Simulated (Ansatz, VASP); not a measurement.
# Cross-check of Co (Cobalt) between VASP and Ansatz, part 2 of 2

Wanted: the spread between two codes on one cell, functional and k mesh. The structure shown comes from an earlier Ansatz run, which isn't shown and may have moved the atoms alone.

VASP 6.6.1 and Ansatz 0.2.0.

So far: The starting structure; Ansatz: elastic constants, PBEsol.

## 3. VASP: elastic constants, PBEsol

Level of this step: PBEsol, spin-polarised from a ferromagnetic start; plane waves and PAW (Co) (VASP).

The same cell, functional, mesh and smearing now go to VASP, with its own data sets.

Lines of VASP's logs that name or quote its potential files are left out, and so is its time.

The input, INCAR:

```
SYSTEM = Co
PREC = Accurate
ENCUT = 600
EDIFF = 1E-08
NELM = 200
ISMEAR = 1
SIGMA = 0.25
LREAL = .FALSE.
ALGO = Normal
GGA = PS
NBANDS = 18
ISPIN = 2
MAGMOM = 1.64 1.64
LASPH = .TRUE.
LMAXMIX = 4
LORBIT = 11
LWAVE = .FALSE.
LCHARG = .FALSE.
ISIF = 3
IBRION = 6
NFREE = 2
POTIM = 0.015
NSW = 1
GGA_COMPAT = .FALSE.
KPAR = 2
```

The input, POSCAR:

```
Co
1.0
    2.4561170294      0.0000000000      0.0000000000
   -1.2280585147      2.1270597422      0.0000000000
    0.0000000000      0.0000000000      3.9692969724
Co
2
Direct
    0.3333333333      0.6666666667      0.2500000000
    0.6666666667      0.3333333333      0.7500000000
```

The input, KPOINTS:

```
Automatic mesh
0
Gamma
21 21 12
0 0 0
```

PAW data sets: Co (PBE family, release 64).

Command:

```sh
$ mpirun -np 2 vasp_std
```

Numbers of over 12 decimals in the logs are rounded to 6 here.

Output:

```text
[banner, memory and clock lines left out]
running    2 mpi-ranks, on    1 nodes
 distrk:  each k-point on    1 cores,    2 groups
 distr:  one band on    1 cores,    1 groups

 POSCAR found type information on POSCAR Co
 POSCAR found :  1 types and       2 ions
|                                                                             |
|               ----> ADVICE to this user running VASP <----                  |
|                                                                             |
|     You enforced a specific xc type in the INCAR file but a different       |
|     [... a line on the potential file left out ...]
|     I HOPE YOU KNOW WHAT YOU ARE DOING!                                     |
|                                                                             |

 LDA part: xc-table for (Slater+PW92), standard interpolation
 POSCAR, INCAR and KPOINTS ok, starting setup
 FFT: planning ... GRIDC
 FFT: planning ... GRID_SOFT
 FFT: planning ... GRID
 WAVECAR not read
 entering main loop
       N       E                     dE             d eps       ncg     rms          rms(c)
DAV:   1     0.855306375353E+02    0.85531E+02   -0.88783E+03 25288   0.148E+03
DAV:   2    -0.142919499376E+02   -0.99823E+02   -0.90653E+02 24262   0.241E+02
DAV:   3    -0.179607103376E+02   -0.36688E+01   -0.35344E+01 26610   0.590E+01
DAV:   4    -0.180165457514E+02   -0.55835E-01   -0.55798E-01 30630   0.613E+00
DAV:   5    -0.180178982622E+02   -0.13525E-02   -0.13524E-02 27802   0.882E-01    0.164E+01
DAV:   6    -0.159021831452E+02    0.21157E+01   -0.99584E+00 25720   0.671E+01    0.748E+00
DAV:   7    -0.155130079634E+02    0.38918E+00   -0.14835E+00 28232   0.238E+01    0.399E+00
DAV:   8    -0.154895734819E+02    0.23434E-01   -0.16879E-02 32496   0.130E+00    0.192E+00
DAV:   9    -0.154724841003E+02    0.17089E-01   -0.25194E-03 38494   0.971E-01    0.654E-01
DAV:  10    -0.154716759439E+02    0.80816E-03   -0.19493E-03 33208   0.673E-01    0.195E-01
DAV:  11    -0.154719362390E+02   -0.26030E-03   -0.22733E-04 34886   0.229E-01    0.357E-02
DAV:  12    -0.154719286424E+02    0.75966E-05   -0.78311E-06 27734   0.260E-02    0.201E-02
DAV:  13    -0.154719265580E+02    0.20844E-05   -0.35665E-06 35350   0.254E-02    0.126E-02
DAV:  14    -0.154719263035E+02    0.25447E-06   -0.43251E-07 34928   0.101E-02    0.880E-04
DAV:  15    -0.154719262354E+02    0.68125E-07   -0.16191E-08 23692   0.136E-03    0.130E-03
DAV:  16    -0.154719262595E+02   -0.24138E-07   -0.21603E-09 13042   0.799E-04    0.532E-04
DAV:  17    -0.154719262839E+02   -0.24384E-07   -0.62307E-10 12802   0.303E-04    0.425E-05
DAV:  18    -0.154719262845E+02   -0.61232E-09   -0.19080E-10 12620   0.154E-04
   1 F= -.15471926E+02 E0= -.15473380E+02  d E =0.436120E-02  mag=     3.1345
[... from here on, the cycles between the ionic steps are left out ...]
   2 F= -.15464117E+02 E0= -.15465279E+02  d E =0.348570E-02  mag=     3.1523
  10 F= -.15470337E+02 E0= -.15471808E+02  d E =0.441363E-02  mag=     3.1344
  11 F= -.15470337E+02 E0= -.15471808E+02  d E =0.441364E-02  mag=     3.1344
  12 F= -.15470336E+02 E0= -.15471806E+02  d E =0.440945E-02  mag=     3.1345
  13 F= -.15470336E+02 E0= -.15471806E+02  d E =0.440946E-02  mag=     3.1345
  14 F= -.15471611E+02 E0= -.15473061E+02  d E =0.434906E-02  mag=     3.1347
  15 F= -.15471611E+02 E0= -.15473061E+02  d E =0.434903E-02  mag=     3.1347
  16 F= -.15471110E+02 E0= -.15472541E+02  d E =0.429141E-02  mag=     3.1350
 Finite differences progress:
  Degree of freedom:   8/  8
  Displacement:        1/  2
  Total:              15/ 16
 bond charge predicted
       N       E                     dE             d eps       ncg     rms          rms(c)
DAV:   1    -0.154611302606E+02    0.99799E-02   -0.26568E+00 39716   0.981E+00    0.830E-01
DAV:   2    -0.154702407250E+02   -0.91105E-02   -0.49820E-02 41812   0.228E+00    0.416E-01
DAV:   3    -0.154714557186E+02   -0.12150E-02   -0.18082E-03 43046   0.336E-01    0.109E-01
DAV:   4    -0.154711198225E+02    0.33590E-03   -0.32033E-04 40348   0.132E-01    0.445E-02
DAV:   5    -0.154711098187E+02    0.10004E-04   -0.70831E-05 39534   0.614E-02    0.133E-02
DAV:   6    -0.154711104783E+02   -0.65959E-06   -0.52852E-06 41436   0.194E-02    0.371E-03
DAV:   7    -0.154711101221E+02    0.35616E-06   -0.80265E-07 48552   0.675E-03    0.194E-03
DAV:   8    -0.154711101444E+02   -0.22267E-07   -0.12384E-07 40816   0.305E-03    0.337E-04
DAV:   9    -0.154711101429E+02    0.15448E-08   -0.65464E-09 26130   0.754E-04
  17 F= -.15471110E+02 E0= -.15472541E+02  d E =0.429138E-02  mag=     3.1350
 Finite differences progress:
  Degree of freedom:   8/  8
  Displacement:        2/  2
  Total:              16/ 16
```

Parts of OUTCAR (step 3):

```text
ion  position               nearest neighbor table
   1  0.333  0.667  0.250-   2 2.44   2 2.44   2 2.44   2 2.44   2 2.44   2 2.44
   2  0.667  0.333  0.750-   1 2.44   1 2.44   1 2.44   1 2.44   1 2.44   1 2.44

  LATTYP: Found a hexagonal cell.
 ALAT       =     2.4561170294
 C/A-ratio  =     1.6160862552

 Subroutine GETGRP returns: Found 24 space group operations
 (whereof 12 operations were pure point group operations)

The static configuration has the point symmetry D_3d.
 The point group associated with its full space group is D_6h.

 Found    336 irreducible k-points:

   k-points           NKPTS =    336   k-points in BZ     NKDIM =    336   number of bands    NBANDS=     18

   dimension x,y,z NGX =    20 NGY =   20 NGZ =   32
   dimension x,y,z NGXF=    40 NGYF=   40 NGZF=   64

   ENCUT  =  600.0 eV  44.10 Ry    6.64 a.u.   4.91  4.91  7.93*2*pi/ulx,y,z

   NELECT =      18.0000    total number of electrons

 k-points in reciprocal lattice and weights: Automatic mesh
   0.00000000  0.00000000  0.00000000       0.000
   0.04761905  0.00000000  0.00000000       0.001
   0.09523810  0.00000000  0.00000000       0.001
   0.14285714  0.00000000  0.00000000       0.001
   0.19047619  0.00000000  0.00000000       0.001
   0.23809524 -0.00000000  0.00000000       0.001
   0.28571429 -0.00000000  0.00000000       0.001
   0.33333333 -0.00000000  0.00000000       0.001
   0.38095238  0.00000000  0.00000000       0.001
[...]
16      32.9832      0.00000
    ...

 k-point     5 :       0.1905    0.0000    0.0000
  band No.  band energies     occupation
    ...
      7       8.6927      1.00000
      8       8.6930      1.00000
      9       8.7272      1.00000
     10       8.9610      1.00000
     11      10.1245      1.00208
     12      13.9559     -0.00000
     13      17.7215      0.00000
     14      26.4008      0.00000
     15      30.6979      0.00000
     16      32.4533      0.00000
    ...

 k-point     6 :       0.2381   -0.0000    0.0000
  band No.  band energies     occupation
    ...
      7       8.5732      1.00000
      8       8.9844      1.00000
      9       8.9957      1.00000
     10       9.2143      1.00000
     11      10.1619      1.00376
     12      15.0262     -0.00000
     13      17.8774      0.00000
     14      24.2632      0.00000
     15      29.4830      0.00000
     16      31.7121      0.00000
    ...

 spin component 2
 k-point     1 :       0.0000    0.0000    0.0000
  band No.  band energies     occupation
    ...
      6      10.0615      1.00068
      7      10.0615      1.00068
      8      10.5128      0.99291
      9      10.5128      0.99291
     10      10.5990      0.85120
     11      11.8164     -0.00000
     12      11.8164     -0.00000
     13      18.4998      0.00000
     14      32.8560      0.00000
     15      36.2103      0.00000
    ...

 k-point     2 :       0.0476    0.0000    0.0000
  band No.  band energies     occupation
    ...
      6      10.0353      1.00041
      7      10.1000      1.00137
      8      10.2669      1.01462
      9      10.4830      1.01635
     10      10.4986      1.00553
     11      11.8299     -0.00000
     12      12.2119     -0.00000
     13      18.5051      0.00000
     14      32.4556      0.00000
     15      34.7114      0.00000
    ...

 k-point     3 :       0.0952    0.0000    0.0000
  band No.  band energies     occupation
    ...
      6       9.9036      1.00002
      7       9.9974      1.00019
      8      10.2116      1.00758
      9      10.4017      1.03531
     10      10.4363      1.03341
     11      11.8655     -0.00000
     12      12.9720     -0.00000
     13      18.5229      0.00000
     14      31.0112      0.00000
     15      33.6584      0.00000
    ...

 k-point     4 :       0.1429    0.0000    0.0000
  band No.  band energies     occupation
    ...
      6      10.0506      1.00055
      7      10.1405      1.00269
      8      10.2683      1.01484
      9      10.3412      1.02774
     10      10.4053      1.03542
     11      11.9123     -0.00000
     12      13.8547     -0.00000
     13      18.5591      0.00000
     14      28.9606      0.00000
     15      32.3800      0.00000
    ...

  Total       -0.1237673     -0.1237673     -0.1308822      0.0000000     -0.0000000      0.0000000
  in kB       -9.5625620     -9.5625620    -10.1122731      0.0000000     -0.0000000      0.0000000
  external PRESSURE =      -9.7457990 kB  Pullay stress =       0.0000000 kB

  energy-cutoff  :      600.00
  volume of cell :       20.74
      direct lattice vectors                 reciprocal lattice vectors
     2.456117029  0.000000000  0.000000000     0.407146723  0.235066270  0.000000000
    -1.228058515  2.127059742  0.000000000     0.000000000  0.470132540  0.000000000
     0.000000000  0.000000000  3.969296972     0.000000000  0.000000000  0.251933782

 POSITION                                       TOTAL-FORCE (eV/Angst)
 -----------------------------------------------------------------------------------
     -0.00000      1.41804      0.97732         0.000000      0.000000      0.109207
      1.22806      0.70902      2.97697        -0.000000     -0.000000     -0.109207
 -----------------------------------------------------------------------------------
    total drift:                                0.000000      0.000000     -0.000237

  FREE ENERGIE OF THE ION-ELECTRON SYSTEM (eV)
  ---------------------------------------------------
  free  energy   TOTEN  =       -15.4711101429 eV

  energy  without entropy=      -15.4754015250  energy(sigma->0) =      -15.47254060

  SYMMETRIZED ELASTIC MODULI (kBar)
 Direction    XX          YY          ZZ          XY          YZ          ZX
 --------------------------------------------------------------------------------
 XX        4287.8001   1711.6589   1310.6432      0.0000      0.0000      0.0000
 YY        1711.6589   4287.8001   1310.6432      0.0000      0.0000      0.0000
 ZZ        1310.6432   1310.6432   4635.6829     -0.0000      0.0000      0.0000
 XY           0.0000      0.0000      0.0000   1288.0706      0.0000      0.0000
 YZ           0.0000      0.0000      0.0000     -0.0000   1091.7434      0.0000
 ZX           0.0000      0.0000      0.0000     -0.0000      0.0000   1091.7433
 --------------------------------------------------------------------------------

 Eigenvectors and eigenvalues of the dynamical matrix
 ----------------------------------------------------

   1 f  =    7.770372 THz    48.822685 2PiTHz  259.191698 cm-1    32.135660 meV
             X         Y         Z           dx          dy          dz
     -0.000000  1.418040  0.992324     0.000000    0.000000   -0.707107
      1.228059  0.709020  2.976973    -0.000000    0.000000    0.707107

   2 f  =    4.815940 THz    30.259442 2PiTHz  160.642459 cm-1    19.917118 meV
             X         Y         Z           dx          dy          dz
     -0.000000  1.418040  0.992324     0.000001   -0.707107   -0.000000
      1.228059  0.709020  2.976973    -0.000001    0.707107    0.000000

   3 f  =    4.815940 THz    30.259442 2PiTHz  160.642459 cm-1    19.917118 meV
             X         Y         Z           dx          dy          dz
     -0.000000  1.418040  0.992324     0.707107    0.000001    0.000000
      1.228059  0.709020  2.976973    -0.707107   -0.000001    0.000000

   4 f  =    0.000000 THz     0.000000 2PiTHz    0.000001 cm-1     0.000000 meV
             X         Y         Z           dx          dy          dz
     -0.000000  1.418040  0.992324     0.574562   -0.412163   -0.000000
      1.228059  0.709020  2.976973     0.574562   -0.412163    0.000000

   5 f  =    0.000000 THz     0.000000 2PiTHz    0.000000 cm-1     0.000000 meV
             X         Y         Z           dx          dy          dz
     -0.000000  1.418040  0.992324    -0.000000   -0.000000    0.707107
      1.228059  0.709020  2.976973     0.000000    0.000000    0.707107

   6 f/i=    0.000000 THz     0.000000 2PiTHz    0.000002 cm-1     0.000000 meV
             X         Y         Z           dx          dy          dz
     -0.000000  1.418040  0.992324    -0.412163   -0.574562   -0.000000
      1.228059  0.709020  2.976973    -0.412163   -0.574562    0.000000

 ELASTIC MODULI CONTR FROM IONIC RELAXATION (kBar)
 Direction    XX          YY          ZZ          XY          YZ          ZX
 --------------------------------------------------------------------------------
 XX        -197.5332    197.5332      0.0000     -0.0000     -0.0000      0.0000
 YY         197.5332   -197.5332     -0.0000      0.0000      0.0000      0.0000
 ZZ           0.0000     -0.0000     -0.0000      0.0000     -0.0000      0.0000
 XY          -0.0000      0.0000      0.0000   -197.5332     -0.0000      0.0000
 YZ          -0.0000      0.0000     -0.0000     -0.0000     -0.0000      0.0000
 ZX           0.0000      0.0000      0.0000      0.0000      0.0000      0.0000
 --------------------------------------------------------------------------------

 TOTAL ELASTIC MODULI (kBar)
 Direction    XX          YY          ZZ          XY          YZ          ZX
 --------------------------------------------------------------------------------
 XX        4090.2669   1909.1921   1310.6432     -0.0000      0.0000      0.0000
 YY        1909.1921   4090.2669   1310.6432      0.0000      0.0000      0.0000
 ZZ        1310.6432   1310.6432   4635.6829     -0.0000      0.0000      0.0000
 XY          -0.0000      0.0000      0.0000   1090.5374     -0.0000      0.0000
 YZ           0.0000      0.0000      0.0000     -0.0000   1091.7434      0.0000
 ZX           0.0000      0.0000      0.0000     -0.0000      0.0000   1091.7433
 --------------------------------------------------------------------------------

 total charge
# of ion       s       p       d       tot
------------------------------------------
    1        0.508   0.565   7.291   8.364
    2        0.508   0.565   7.291   8.364
--------------------------------------------------
tot          1.016   1.130  14.582  16.729

 magnetization (x)
# of ion       s       p       d       tot
------------------------------------------
    1       -0.015  -0.052   1.643   1.575
    2       -0.015  -0.052   1.643   1.575
--------------------------------------------------
tot         -0.031  -0.105   3.286   3.150

[... 2 further parts left out ...]
```

CONTCAR:

```
Co
   1.00000000000000
     2.4561170294000001    0.0000000000000000    0.0000000000000000
    -1.2280585147000000    2.1270597422000002    0.0000000000000000
     0.0000000000000000    0.0000000000000000    3.9692969724000000
  Co
     2
Direct
     0.3333333332999969    0.6666666667000027    0.2462209932629630
     0.6666666667000030    0.3333333332999970    0.7500000000000000
```

The magnetic state follows from one typed start and may not be the lowest. The last energy, forces, stress and levels in OUTCAR belong to the last displaced cell, not to the cell of POSCAR.

Levels, forces or a CONTCAR printed for this step are those of its last displaced cell, not of the structure at rest.

## 4. Differences

Known differences besides the potentials themselves: VASP starts from the moments at which Ansatz ended; the data sets hold 34 valence electrons in Ansatz (on its default PAW (the set named soft_2) files) and 18 in VASP; the cutoff is 420 eV in Ansatz and 600 eV in VASP; Ansatz makes its cores anew for this functional, VASP keeps those of its PBE data sets; VASP takes each elastic constant from one size of strain, Ansatz from those that its log lists. Total energies have different zeros and are not compared.

Compared:

| quantity | Ansatz | VASP | difference |
| --- | --- | --- | --- |
| C11 (GPa) | 419.8 | 409.0 | +2.63 % |
| C22 (GPa) | 419.8 | 409.0 | +2.63 % |
| C33 (GPa) | 475.5 | 463.6 | +2.56 % |
| C12 (GPa) | 193.2 | 190.9 | +1.21 % |
| C13 (GPa) | 132.8 | 131.1 | +1.32 % |
| C23 (GPa) | 132.8 | 131.1 | +1.32 % |
| C44 (GPa) | 112.8 | 109.2 | +3.30 % |
| C55 (GPa) | 112.8 | 109.2 | +3.30 % |
| C66 (GPa) | 113.3 | 109.0 | +3.88 % |

## 5. What came out

```json
{
 "difference in C66 (elastic constants, PBEsol)": "3.9 %"
}
```

The difference in C66 is 3.9 % (elastic constants, PBEsol), within the 5 % picked in this series as the mark of a large difference. The data sets hold unlike numbers of valence electrons (34 in Ansatz and 18 in VASP), so part of the differences comes from the potentials. Such differences can come from data sets, numerical settings and the points named under the comparisons, not from the functional's error against experiment.

[Lines on the potential files, build, host, timing and source positions are cut from VASP's logs without a mark.]

[Logs are printed without paths, hosts, clocks, repeated set-up lines and the standing remarks that a program may print on its own settings, such as how far it seeks lower states.]

[Hosts, paths, dates, database ids (printed as entryN), source tags and the programs' standing remarks are cut or masked in the printed files.]
